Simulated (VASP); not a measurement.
K3Ge:

```
CELL_PARAMETERS angstrom
0.00000 4.31101 4.31101
4.31101 0.00000 4.31101
4.31101 4.31101 0.00000
ATOMIC_POSITIONS crystal
Ge 0.00000 0.00000 0.00000
K 0.50000 0.50000 0.50000
K 0.75000 0.75000 0.75000
K 0.25000 0.25000 0.25000
```

The cell comes from a database or a generator and needn't be the stable form of this composition.

```yaml
Program: VASP 6.6.1
Task: relaxation of cell and atoms
Functional: r2SCAN
Dispersion: rVV10
Potentials_or_basis: VASP PAW PBE potentials, release 64 (Ge_d, K_sv)
Cutoff: 600 eV
k_mesh: 6 × 6 × 6
Occupations: methfessel-paxton, width 0.1 eV
Spin: no spin polarisation
```

At the start: pressure -0.8 GPa; volume 40.06 Å³/atom.

Question: Where does the relaxation end?

Answer: Over 4 steps the energy falls by 8.5 meV/atom and the volume is 36.81 Å³/atom (-8.1 %); space group Fm-3m (No. 225, to 0.05 Å).

Step by step:
```csv
step,energy change (eV),largest force (eV/Å),pressure (GPa),volume (Å³)
1,0.0000,0.0000,-0.80,160.24
2,-0.0195,0.0000,-0.54,155.63
3,-0.0335,0.0000,-0.12,149.02
4,-0.0341,0.0000,0.01,147.26
```

Final structure:
```yaml
crystal:
  lattice:
    - [0.00000, 4.19131, 4.19131]
    - [4.19131, 0.00000, 4.19131]
    - [4.19131, 4.19131, 0.00000]
  atoms:
    - { symbol: Ge, position: [0.00000, 0.00000, 0.00000] }
    - { symbol: K, position: [0.50000, 0.50000, 0.50000] }
    - { symbol: K, position: [0.75000, 0.75000, 0.75000] }
    - { symbol: K, position: [0.25000, 0.25000, 0.25000] }
```

Caveat: the PAW data sets were made with another functional, which shifts forces and pressure a little.
